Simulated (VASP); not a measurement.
```xyz
2
Lattice="3.2091 0.0000 0.0000 -1.6046 2.7792 0.0000 0.0000 0.0000 5.1241" Properties=species:S:1:pos:R:3 pbc="T T T"
Zr     0.0000     1.8528     1.2810
Zr     1.6046     0.9264     3.8431
```

Method: PBE GGA, VASP's PBE PAW potentials (set 64) (plane waves; VASP). Run with 300 eV cut-off, 16×16×9 Γ-centred mesh, Gaussian smearing of 0.14 eV, potentials Zr_sv.

At this cut-off the stress carries a Pulay error, which pulls relaxed volumes low.

Problem. Predict the energy per atom (σ→0), pressure, band gap (on the k-mesh) with the smallest direct gap where there is one.

Solution. 
```
Item                                                         Value
------------------------  ----------------------------------------
band gap (on the k-mesh)  none (metal, semimetal or under 0.01 eV)
energy per atom (σ→0)                               -8.507 eV/atom
pressure                                                  1.66 GPa
```

Only differences to runs with the same potentials and settings are physical.

The structure comes from a computed database's Zr entry (P6_3/mmc); how it stands against other phases isn't given here. The cell was not relaxed at this level.
